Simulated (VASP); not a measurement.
Here is the system:

```
CELL_PARAMETERS angstrom
      0.00000     2.79971     2.79971
      2.79971     0.00000     2.79971
      2.79971     2.79971     0.00000
ATOMIC_POSITIONS crystal
  Ca 0.00000 0.00000 0.00000
```

Calculation: AM05 GGA, VASP's PBE PAW potentials (set 64) (plane waves; VASP 6.6.1). Run with 520 eV cut-off, 12×12×12 Γ-centred mesh, first-order Methfessel-Paxton smearing of 0.10 eV, potentials Ca_sv.

Problem. The job: Ca (fcc), 1 atom, AM05, static run, 520 eV, 12×12×12 Γ-centred mesh. Roughly how much core time does it take on a busy server core?

Solution. About 20 core-seconds (one run on a shared machine, a rough figure). It had 72 irreducible k-points, 9 bands, up to 1243 plane waves and 14 electronic steps.

The compound is Ca in the fcc structure. This cell is one point of a volume scan, at 1.06 of the reference volume.
